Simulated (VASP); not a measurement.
Method: PBE GGA, VASP's PBE PAW potentials (set 64) (plane waves; VASP).

A VASP calculation is set up with these files.

KPOINTS:
```
Automatic mesh
0
Gamma
1 1 1
0 0 0
```

### INCAR
```
SYSTEM  =  Zn35S36
PREC  =  Normal; ENCUT  =  400; LREAL  =  Auto
LASPH  =  .TRUE.; ISYM  =  0
EDIFF  =  1E-5; NELM  =  100; NELMIN  =  4
ALGO  =  Fast; LMAXMIX  =  4
ISMEAR  =  0; SIGMA  =  0.05
GGA  =  PE
IBRION  =  2; NSW  =  60; ISIF  =  2
EDIFFG  =  -0.03
LWAVE  =  .FALSE.; LCHARG  =  .FALSE.
```

### POSCAR
```
Zn35S36
1
   11.5415791077     0.0000000000     0.0000000000
   -5.7707895540     9.9952992147     0.0000000000
    0.0000000000     0.0000000000    12.6094243436
Zn S
35 36
Direct
  0.1111110000   0.2222220000   0.0000700000
  0.2222220000   0.1111110000   0.2500700000
  0.1111110000   0.2222220000   0.5000700000
  0.2222220000   0.1111110000   0.7500700000
  0.1111110000   0.5555560000   0.0000700000
  0.2222220000   0.4444440000   0.2500700000
  0.1111110000   0.5555560000   0.5000700000
  0.2222220000   0.4444440000   0.7500700000
  0.1111110000   0.8888890000   0.0000700000
  0.2222220000   0.7777780000   0.2500700000
  0.1111110000   0.8888890000   0.5000700000
  0.2222220000   0.7777780000   0.7500700000
  0.4444440000   0.2222220000   0.0000700000
  0.5555560000   0.1111110000   0.2500700000
  0.4444440000   0.2222220000   0.5000700000
  0.5555560000   0.1111110000   0.7500700000
  0.4444440000   0.5555560000   0.0000700000
  0.5555560000   0.4444440000   0.2500700000
  0.5555560000   0.4444440000   0.7500700000
  0.4444440000   0.8888890000   0.0000700000
  0.5555560000   0.7777780000   0.2500700000
  0.4444440000   0.8888890000   0.5000700000
  0.5555560000   0.7777780000   0.7500700000
  0.7777780000   0.2222220000   0.0000700000
  0.8888890000   0.1111110000   0.2500700000
  0.7777780000   0.2222220000   0.5000700000
  0.8888890000   0.1111110000   0.7500700000
  0.7777780000   0.5555560000   0.0000700000
  0.8888890000   0.4444440000   0.2500700000
  0.7777780000   0.5555560000   0.5000700000
  0.8888890000   0.4444440000   0.7500700000
  0.7777780000   0.8888890000   0.0000700000
  0.8888890000   0.7777780000   0.2500700000
  0.7777780000   0.8888890000   0.5000700000
  0.8888890000   0.7777780000   0.7500700000
  0.1111110000   0.2222220000   0.1874300000
  0.2222220000   0.1111110000   0.4374300000
  0.1111110000   0.2222220000   0.6874300000
  0.2222220000   0.1111110000   0.9374300000
  0.1111110000   0.5555560000   0.1874300000
  0.2219710000   0.4482560000   0.4357530000
  0.1111110000   0.5555560000   0.6874300000
  0.2222220000   0.4444440000   0.9374300000
  0.1111110000   0.8888890000   0.1874300000
  0.2222220000   0.7777780000   0.4374300000
  0.1111110000   0.8888890000   0.6874300000
  0.2222220000   0.7777780000   0.9374300000
  0.4444440000   0.2222220000   0.1874300000
  0.5555560000   0.1111110000   0.4374300000
  0.4444440000   0.2222220000   0.6874300000
  0.5555560000   0.1111110000   0.9374300000
  0.4444440000   0.5555560000   0.1874300000
  0.5527070000   0.4472270000   0.4387140000
  0.4424780000   0.5552290000   0.6902360000
  0.5555560000   0.4444440000   0.9374300000
  0.4444440000   0.8888890000   0.1874300000
  0.5542280000   0.7804720000   0.4375780000
  0.4444440000   0.8888890000   0.6874300000
  0.5555560000   0.7777780000   0.9374300000
  0.7777780000   0.2222220000   0.1874300000
  0.8888890000   0.1111110000   0.4374300000
  0.7777780000   0.2222220000   0.6874300000
  0.8888890000   0.1111110000   0.9374300000
  0.7777780000   0.5555560000   0.1874300000
  0.8888890000   0.4444440000   0.4374300000
  0.7777780000   0.5555560000   0.6874300000
  0.8888890000   0.4444440000   0.9374300000
  0.7777780000   0.8888890000   0.1874300000
  0.8888890000   0.7777780000   0.4374300000
  0.7777780000   0.8888890000   0.6874300000
  0.8888890000   0.7777780000   0.9374300000
```

POTCAR, in this order: Zn S (PBE.64 set). Program: vasp_gam.

What VASP printed:

### OSZICAR
```
...
RMM:   7    -0.237690089303E+03    0.25796E-04   -0.37821E-04   773   0.353E-02    0.102E-01
RMM:   8    -0.237689999162E+03    0.90141E-04   -0.14407E-04   738   0.197E-02    0.481E-02
RMM:   9    -0.237690008929E+03   -0.97670E-05   -0.42330E-04   821   0.211E-02    0.307E-02
RMM:  10    -0.237689990809E+03    0.18120E-04   -0.46626E-05   555   0.116E-02    0.964E-03
RMM:  11    -0.237689989629E+03    0.11807E-05   -0.13706E-05   469   0.559E-03
   3 F= -.23768999E+03 E0= -.23765685E+03  d E =-.184833E+00
       N       E                     dE             d eps       ncg     rms          rms(c)
DAV:   1    -0.237698148912E+03   -0.81581E-02   -0.26495E+00   800   0.263E+00    0.615E-01
RMM:   2    -0.237702915417E+03   -0.47665E-02   -0.54365E-02   764   0.410E-01    0.173E-01
RMM:   3    -0.237703772837E+03   -0.85742E-03   -0.97213E-03   767   0.177E-01    0.165E-01
RMM:   4    -0.237703885059E+03   -0.11222E-03   -0.19386E-03   786   0.913E-02    0.153E-01
RMM:   5    -0.237703788001E+03    0.97058E-04   -0.45500E-04   764   0.448E-02    0.712E-02
RMM:   6    -0.237703793603E+03   -0.56021E-05   -0.26537E-04   745   0.247E-02    0.343E-02
RMM:   7    -0.237703790750E+03    0.28530E-05   -0.36666E-05   521   0.123E-02
   4 F= -.23770379E+03 E0= -.23767104E+03  d E =-.138011E-01
       N       E                     dE             d eps       ncg     rms          rms(c)
DAV:   1    -0.237696184489E+03    0.76091E-02   -0.76149E+00   776   0.445E+00    0.106E+00
RMM:   2    -0.237710016810E+03   -0.13832E-01   -0.15826E-01   764   0.702E-01    0.296E-01
RMM:   3    -0.237712579097E+03   -0.25623E-02   -0.28966E-02   768   0.303E-01    0.294E-01
RMM:   4    -0.237712805302E+03   -0.22620E-03   -0.52618E-03   785   0.156E-01    0.254E-01
RMM:   5    -0.237712557471E+03    0.24783E-03   -0.14548E-03   765   0.789E-02    0.985E-02
RMM:   6    -0.237712582245E+03   -0.24774E-04   -0.53662E-04   764   0.391E-02    0.545E-02
RMM:   7    -0.237712576524E+03    0.57211E-05   -0.90958E-05   722   0.199E-02
   5 F= -.23771258E+03 E0= -.23768054E+03  d E =-.225869E-01
       N       E                     dE             d eps       ncg     rms          rms(c)
DAV:   1    -0.237716232572E+03   -0.36503E-02   -0.30860E+00   800   0.269E+00    0.479E-01
RMM:   2    -0.237721096635E+03   -0.48641E-02   -0.55780E-02   764   0.350E-01    0.129E-01
RMM:   3    -0.237722174762E+03   -0.10781E-02   -0.11069E-02   772   0.148E-01    0.193E-01
RMM:   4    -0.237722210482E+03   -0.35720E-04   -0.14874E-03   807   0.702E-02    0.172E-01
RMM:   5    -0.237722062351E+03    0.14813E-03   -0.41045E-04   765   0.335E-02    0.801E-02
RMM:   6    -0.237722105420E+03   -0.43069E-04   -0.63935E-04   749   0.237E-02    0.521E-02
RMM:   7    -0.237722080689E+03    0.24731E-04   -0.38868E-05   531   0.116E-02    0.422E-02
RMM:   8    -0.237722053952E+03    0.26737E-04   -0.11420E-04   584   0.105E-02    0.120E-02
RMM:   9    -0.237722054446E+03   -0.49439E-06   -0.19417E-05   477   0.657E-03
   6 F= -.23772205E+03 E0= -.23769074E+03  d E =-.947792E-02
       N       E                     dE             d eps       ncg     rms          rms(c)
DAV:   1    -0.237717460890E+03    0.45931E-02   -0.65698E+00   784   0.393E+00    0.737E-01
RMM:   2    -0.237727616114E+03   -0.10155E-01   -0.11834E-01   764   0.506E-01    0.187E-01
RMM:   3    -0.237729899532E+03   -0.22834E-02   -0.23442E-02   774   0.215E-01    0.289E-01
RMM:   4    -0.237729943509E+03   -0.43977E-04   -0.29239E-03   794   0.102E-01    0.229E-01
RMM:   5    -0.237729703259E+03    0.24025E-03   -0.10938E-03   769   0.526E-02    0.808E-02
RMM:   6    -0.237729742120E+03   -0.38861E-04   -0.51181E-04   774   0.276E-02    0.499E-02
RMM:   7    -0.237729726994E+03    0.15126E-04   -0.54221E-05   570   0.142E-02    0.427E-02
RMM:   8    -0.237729702090E+03    0.24904E-04   -0.89123E-05   578   0.122E-02    0.154E-02
RMM:   9    -0.237729703183E+03   -0.10934E-05   -0.28839E-05   506   0.794E-03
   7 F= -.23772970E+03 E0= -.23769936E+03  d E =-.171267E-01
       N       E                     dE             d eps       ncg     rms          rms(c)
DAV:   1    -0.237728090035E+03    0.16121E-02   -0.13541E+00   808   0.178E+00    0.309E-01
RMM:   2    -0.237730146254E+03   -0.20562E-02   -0.24058E-02   764   0.229E-01    0.848E-02
RMM:   3    -0.237730610689E+03   -0.46444E-03   -0.47944E-03   772   0.969E-02    0.124E-01
RMM:   4    -0.237730607023E+03    0.36663E-05   -0.55345E-04   790   0.452E-02    0.957E-02
RMM:   5    -0.237730563834E+03    0.43189E-04   -0.21915E-04   710   0.243E-02    0.354E-02
RMM:   6    -0.237730575130E+03   -0.11297E-04   -0.12985E-04   599   0.131E-02    0.261E-02
RMM:   7    -0.237730568429E+03    0.67016E-05   -0.12289E-05   459   0.665E-03
   8 F= -.23773057E+03 E0= -.23770060E+03  d E =-.179919E-01
       N       E                     dE             d eps       ncg     rms          rms(c)
DAV:   1    -0.237726802797E+03    0.37723E-02   -0.41899E+00   784   0.314E+00    0.752E-01
RMM:   2    -0.237734479405E+03   -0.76766E-02   -0.88768E-02   764   0.507E-01    0.210E-01
RMM:   3    -0.237735996056E+03   -0.15167E-02   -0.16909E-02   769   0.215E-01    0.218E-01
RMM:   4    -0.237736053379E+03   -0.57322E-04   -0.26214E-03   787   0.110E-01    0.175E-01
RMM:   5    -0.237735931039E+03    0.12234E-03   -0.86026E-04   767   0.575E-02    0.612E-02
RMM:   6    -0.237735948949E+03   -0.17910E-04   -0.26752E-04   760   0.273E-02    0.397E-02
RMM:   7    -0.237735945038E+03    0.39107E-05   -0.46186E-05   557   0.137E-02
   9 F= -.23773595E+03 E0= -.23770650E+03  d E =-.537661E-02
       N       E                     dE             d eps       ncg     rms          rms(c)
DAV:   1    -0.237735763660E+03    0.18529E-03   -0.91834E-02   824   0.469E-01    0.114E-01
RMM:   2    -0.237735960566E+03   -0.19691E-03   -0.22397E-03   764   0.866E-02    0.351E-02
RMM:   3    -0.237735993107E+03   -0.32541E-04   -0.39349E-04   764   0.346E-02    0.350E-02
RMM:   4    -0.237735996913E+03   -0.38060E-05   -0.81643E-05   669   0.184E-02
  10 F= -.23773600E+03 E0= -.23770664E+03  d E =-.542848E-02
       N       E                     dE             d eps       ncg     rms          rms(c)
DAV:   1    -0.237735962198E+03    0.30909E-04   -0.13181E-02   796   0.177E-01    0.490E-02
RMM:   2    -0.237735990672E+03   -0.28474E-04   -0.32520E-04   749   0.326E-02    0.106E-02
RMM:   3    -0.237735995761E+03   -0.50892E-05   -0.57342E-05   575   0.133E-02    0.899E-03
RMM:   4    -0.237735996358E+03   -0.59669E-06   -0.12404E-05   431   0.742E-03
  11 F= -.23773600E+03 E0= -.23770662E+03  d E =-.542793E-02
       N       E                     dE             d eps       ncg     rms          rms(c)
DAV:   1    -0.237735993020E+03    0.27418E-05   -0.20072E-03   808   0.691E-02    0.190E-02
RMM:   2    -0.237735997101E+03   -0.40818E-05   -0.50506E-05   561   0.123E-02    0.470E-03
RMM:   3    -0.237735997899E+03   -0.79726E-06   -0.97352E-06   420   0.576E-03    0.424E-03
RMM:   4    -0.237735997982E+03   -0.83513E-07   -0.19501E-06   394   0.300E-03
  12 F= -.23773600E+03 E0= -.23770663E+03  d E =-.542955E-02
       N       E                     dE             d eps       ncg     rms          rms(c)
DAV:   1    -0.237736085267E+03   -0.87369E-04   -0.98559E-01   776   0.166E+00    0.274E-01
RMM:   2    -0.237737113916E+03   -0.10286E-02   -0.11932E-02   764   0.194E-01    0.777E-02
RMM:   3    -0.237737331429E+03   -0.21751E-03   -0.22957E-03   773   0.820E-02    0.789E-02
RMM:   4    -0.237737338094E+03   -0.66652E-05   -0.34310E-04   782   0.404E-02    0.604E-02
RMM:   5    -0.237737324253E+03    0.13842E-04   -0.10686E-04   719   0.207E-02    0.246E-02
RMM:   6    -0.237737326105E+03   -0.18523E-05   -0.35687E-05   510   0.100E-02
  13 F= -.23773733E+03 E0= -.23770809E+03  d E =-.132812E-02
```

### OUTCAR
```
------------------------ aborting loop because EDIFF is reached ----------------------------------------
  FORCE on cell =-STRESS in cart. coord.  units (eV):
  Direction    XX          YY          ZZ          XY          YZ          ZX
  --------------------------------------------------------------------------------------
  Total        2.0108854      1.9710311     -3.9123936     -0.0367816     -0.0148633      0.0117145
  in kB        2.2148362      2.1709398     -4.3092018     -0.0405121     -0.0163708      0.0129026
  external PRESSURE =       0.0255247 kB  Pullay stress =       0.0000000 kB
  volume of cell :     1454.64
      direct lattice vectors                 reciprocal lattice vectors
    11.541579108  0.000000000  0.000000000     0.086643257  0.050023515  0.000000000
    -5.770789554  9.995299215  0.000000000     0.000000000  0.100047030  0.000000000
     0.000000000  0.000000000 12.609424344     0.000000000  0.000000000  0.079305762
  FREE ENERGIE OF THE ION-ELECTRON SYSTEM (eV)
  ---------------------------------------------------
  free  energy   TOTEN  =      -237.7373261048 eV

  energy  without entropy=     -237.6788489015  energy(sigma->0) =     -237.70808750

 reached required accuracy - stopping structural energy minimisation
```
(Selected blocks of OUTCAR.)

File CONTCAR:
```
Zn35S36
   1.00000000000000
    11.5415791077000005    0.0000000000000000    0.0000000000000000
    -5.7707895540000003    9.9952992146999993    0.0000000000000000
     0.0000000000000000    0.0000000000000000   12.6094243436000006
  Zn              S
    35    36
Direct
     0.1114923123341917    0.2225274929786843    0.0007903600569460
     0.2224498749946971    0.1114464356169611    0.2513366499398440
     0.1139737428166388    0.2278126735473549    0.4996679231826359
     0.2229743773107346    0.1124729054538643    0.7490439163942870
     0.1112521443043777    0.5556713670652673    0.0006061041902286
     0.2216474471638171    0.4443612973546401    0.2553747451063187
     0.1133916928563541    0.5531813423148138    0.4996519867722222
     0.2323994854799950    0.4496487932745841    0.7495635139536947
     0.1111860200512453    0.8888464750818400    0.0002285203158792
     0.2221496395495426    0.7779060108858484    0.2514215605949841
     0.1110026901491822    0.8890727307147774    0.5005743979554478
     0.2226232225918066    0.7772675737463260    0.7488224402071026
     0.4440846600047206    0.2224491137688414    0.0009187752550623
     0.5551605522556380    0.1110818700705379    0.2512154218557730
     0.4469961502560602    0.2281680701831162    0.4997171401406330
     0.5546908233796801    0.1108258056480653    0.7498946225115830
     0.4444093756032407    0.5556383579865614    0.0018249860233000
     0.5555137660605357    0.4444930118877953    0.2553054249091713
     0.5503227993143662    0.4496107281671269    0.7498318903591911
     0.4443166847685903    0.8887463923454023    0.0006352688872441
     0.5557696897934843    0.7785084052586213    0.2553704562293780
     0.4469877060442303    0.8867560067256677    0.4997234605083360
     0.5502803030004354    0.7675479985325634    0.7495400261819555
     0.7778634407805574    0.2221444676415163    0.0005675635647162
     0.8890094760736947    0.1110370328066037    0.2511302868316356
     0.7778205527573627    0.2222955635920732    0.5000560247771514
     0.8893354189562082    0.1106959391391105    0.7497335546915187
     0.7774982804650372    0.5558665823691747    0.0009214366632133
     0.8889704829442375    0.4448557529321030    0.2512083191921571
     0.7719007910603403    0.5530810783876525    0.4997053480610069
     0.8891608136173801    0.4452911636297830    0.7498567660680138
     0.7774850916561596    0.8885371815568990    0.0007714295846681
     0.8886114613033383    0.7775731066408570    0.2513368154694375
     0.7723241906799114    0.8861921433985654    0.4997530447827649
     0.8875242456311697    0.7769622287682286    0.7491283725526576
     0.1110607667841062    0.2221818536668872    0.1871102170856870
     0.2224010766546428    0.1116519168255159    0.4376840845588876
     0.1115927409143067    0.2234444397475352    0.6868426101349315
     0.2221876756065487    0.1111310132249797    0.9363224787323039
     0.1108869604560648    0.5558070515550659    0.1870582854192027
     0.2219531152704637    0.4447259107387254    0.4372244323387927
     0.1114117865695144    0.5549765449213990    0.6867677192112139
     0.2219856993807244    0.4444438936172124    0.9374084240993755
     0.1110265782227405    0.8890205277563837    0.1871317279858190
     0.2223516211939232    0.7777748690515718    0.4377097827258224
     0.1109563397728515    0.8889933806357645    0.6870240678923218
     0.2222414921713627    0.7777455052689833    0.9361788637314620
     0.4444517005231547    0.2223178814050246    0.1871617868318811
     0.5551337050137821    0.1114982215563296    0.4375784130611963
     0.4451523099408140    0.2235026917111569    0.6868480534239499
     0.5555159791633930    0.1112797426385777    0.9369127131230184
     0.4443140959984182    0.5558283023745703    0.1876625349127793
     0.5550672776142709    0.4450280314231253    0.4372627499072039
     0.4444195492903277    0.5555877480111447    0.6782572214093738
     0.5555424581304368    0.4444286811745772    0.9375614952469923
     0.4442544568723650    0.8891584570970671    0.1870557186934425
     0.5555076758379672    0.7783047843113111    0.4372480573476225
     0.4449958600064365    0.8885579186387507    0.6867901224241434
     0.5555649443047682    0.7780183780428322    0.9373905595390442
     0.7777320869969871    0.2223070716603500    0.1873950234122474
     0.8890740419104312    0.1110647351366828    0.4375594244401877
     0.7776591692756896    0.2223057644385545    0.6867706369643598
     0.8889421662313509    0.1110606380856411    0.9368606162741718
     0.7777179632203527    0.5555622353408222    0.1871826614151131
     0.8886031389239194    0.4449641825474364    0.4375443815760082
     0.7764810366604262    0.5548354124232930    0.6868459657179341
     0.8886759219879857    0.4444900299573985    0.9368828641986410
     0.7778926174202503    0.8889814563867644    0.1870990069863206
     0.8884122334674902    0.7776801727494869    0.4377050539916134
     0.7765533743362039    0.8883890126485763    0.6868614755679231
     0.8888629778665700    0.7777844437586757    0.9363632158488521
```

The supercell is sampled at Γ alone, which is coarse: total energies, pressure and levels can be off, energies of defects by several tenths of an eV.

The cell is a supercell with a defect, built from a database entry that may be metastable or hypothetical: vac_Zn. The run is not spin-polarised, so no state with unpaired spins was tried.
